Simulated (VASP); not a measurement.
OSZICAR of a VASP run on VC31Si31:

### OSZICAR
```
       N       E                     dE             d eps       ncg     rms          rms(c)
DAV:   1    -0.554653984032E+03   -0.55465E+03   -0.99803E+00   332   0.858E+00    0.148E+01
DAV:   2    -0.554776058348E+03   -0.12207E+00   -0.21597E+00   374   0.384E+00    0.106E+01
DAV:   3    -0.554715975246E+03    0.60083E-01   -0.98926E-01   366   0.443E+00    0.672E+00
DAV:   4    -0.554681780274E+03    0.34195E-01   -0.39551E-01   352   0.245E+00    0.377E+00
DAV:   5    -0.554680291668E+03    0.14886E-02   -0.82310E-02   352   0.126E+00    0.223E+00
DAV:   6    -0.554680983617E+03   -0.69195E-03   -0.91452E-03   360   0.427E-01    0.124E+00
DAV:   7    -0.554681041519E+03   -0.57903E-04   -0.81696E-04   376   0.835E-02    0.717E-01
DAV:   8    -0.554680949314E+03    0.92206E-04   -0.11769E-03   432   0.982E-02    0.421E-01
DAV:   9    -0.554680903362E+03    0.45952E-04   -0.63037E-04   360   0.102E-01    0.244E-01
DAV:  10    -0.554680889356E+03    0.14006E-04   -0.24246E-04   368   0.629E-02    0.144E-01
DAV:  11    -0.554680887979E+03    0.13768E-05   -0.45948E-05   288   0.303E-02
   1 F= -.55468089E+03 E0= -.55468089E+03  d E =-.188170E-20
```

**Question.** Which electronic solver shows in the log?

**Answer.** It is blocked Davidson (ALGO = Normal, or the opening steps of other solvers). The INCAR had ALGO = Normal.

**Question.** How was spin treated?

**Answer.** Without spin polarisation: there is no mag entry.

**Question.** Can the final energy be trusted as converged?

**Answer.** The run converged. It stopped with EDIFF = 1E-5, NELM = 50 (HSE06 screened hybrid, plane waves, VASP's PBE PAW potentials (set 64)).  The cell is charged, with a uniform compensating background. The supercell is sampled at Γ alone, which is coarse: total energies, pressure and levels can be off, energies of defects by several tenths of an eV.

The cell is a supercell with a defect, built from SiC (zinc blende): V_Si-vac_C, charge +1. The cell's shape comes from a PBE relaxation. The run is not spin-polarised, so no magnetic state was tried. The run is not spin-polarised, so no state with unpaired spins was tried.
